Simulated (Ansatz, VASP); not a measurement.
**Sm2O3H2 (Sm2(O)1(OH)2): VASP beside Ansatz**

```
CELL_PARAMETERS angstrom
12.24000 0.00000 0.00000
0.00000 9.00000 0.00000
0.00000 0.00000 15.29000
ATOMIC_POSITIONS crystal
Sm 0.39156 0.50000 0.64125
Sm 0.39156 0.50000 0.35867
O 0.36765 0.50000 0.49996
O 0.55444 0.50000 0.70108
O 0.55444 0.50000 0.29884
H 0.63263 0.50000 0.70561
H 0.63263 0.50000 0.29431
```

Alike in both runs: task single point; functional PBE; k mesh 1 × 1 × 1; occupations gaussian, width 0.01 eV; collinear spin.

|  | VASP | Ansatz |
| --- | --- | --- |
| version | VASP 6.6.1 | Ansatz 0.2.0 |
| potentials or method | VASP PAW PBE potentials, release 64 (Sm, O, H) | scalar-relativistic, plane waves, PAW |
| plane-wave cutoff (eV) | 520 | 420 |
| valence electrons in the cell | 52 | 52 |

VASP gave:

| Property | Result |
| --- | --- |
| rms of the force components (eV/Å) | 0.512 |
| net moment per atom (μB) | 1.71 |
| size of the moment on the site where the two differ most (μB) | 5.50 |

Problem. Estimate Ansatz's values.

Solution. rms of the force components (eV/Å): 0.483; net moment per atom (μB): 1.71; size of the moment on the site where the two differ most (μB): 5.38.

Site moments also hang on the region over which each program counts them. Ansatz warned: «structure_snapped_to_symmetry».

Caveats: the magnetic or orbital state may not be the lowest. The state reached can hang on the start; a lower one may exist.
